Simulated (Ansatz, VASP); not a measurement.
## Ga2Ge3O: VASP beside Ansatz

Contents of INCAR:

```
SYSTEM = Ga2Ge3O
  ALGO = Normal
  EDIFF = 1E-7
  ENCUT = 520
  GGA = PE
  ISIF = 2
  ISMEAR = 0
  LASPH = .TRUE.
  LCHARG = .TRUE.
  LELF = .TRUE.
  LREAL = .FALSE.
  LVHAR = .TRUE.
  LWAVE = .FALSE.
  NBANDS = 46
  NELM = 60
  PREC = Accurate
  SIGMA = 0.1
```

KPOINTS

```
k-points
0
G
  6 6 4
  0 0 0
```

The input POSCAR:

```
Ga2Ge3O
1.0
    4.4199255900      0.0000000000      0.0000000000
   -2.2099627900      3.8277678400      0.0000000000
    0.0000000000      0.0000000000      6.3260876700
Ga Ge O
2 3 1
Direct
    0.0000000000      0.0000000000      0.8192757700
    0.0000000000      0.0000000000      0.1807242300
    0.5000000000      0.0000000000      0.5000000000
    0.0000000000      0.5000000000      0.5000000000
    0.5000000000      0.5000000000      0.5000000000
    0.0000000000      0.0000000000      0.5000000000
```

Input for Ansatz:

```yaml
crystal:
  lattice:
    - [4.41992559, 0.0, 0.0]
    - [-2.20996279, 3.82776784, 0.0]
    - [0.0, 0.0, 6.32608767]
  atoms:
    - { symbol: Ga, position: [0.0, 0.0, 0.81927577] }
    - { symbol: Ga, position: [0.0, 0.0, 0.18072423] }
    - { symbol: Ge, position: [0.5, 0.0, 0.5] }
    - { symbol: Ge, position: [0.0, 0.5, 0.5] }
    - { symbol: Ge, position: [0.5, 0.5, 0.5] }
    - { symbol: O, position: [0.0, 0.0, 0.5] }
basis:
  ecutwfc: 420
kpoints:
  mp_grid: { grid: [6, 6, 4] }
hamiltonian:
  xc: pbe
scf:
  occupations: { method: gaussian, width: 0.1 }
  lower_state_search: "off"
output:
  forces: true
  stress: true
  eigenvalues: true
```

Alike in both runs: task single point; functional PBE; k mesh 6 × 6 × 4; occupations gaussian, width 0.1 eV; no spin polarisation.

|  | VASP | Ansatz |
| --- | --- | --- |
| version | VASP 6.6.1 | Ansatz 0.2.0 |
| potentials or method | VASP PAW PBE potentials, release 64 (Ga_d, Ge_d, O) | scalar-relativistic, plane waves, PAW |
| plane-wave cutoff (eV) | 520 | 420 |
| valence electrons in the cell | 74 | 74 |

```csv
,VASP,Ansatz,Ansatz less VASP
gap on the k mesh at the Fermi level (eV),none,none,-
rms of the force components (eV/Å),0.207,0.219,+0.0122
```

Atom by atom the forces differ by 0.012 eV/Å (rms over components). A gap of «none» marks a metal or a gap that the smearing closes.
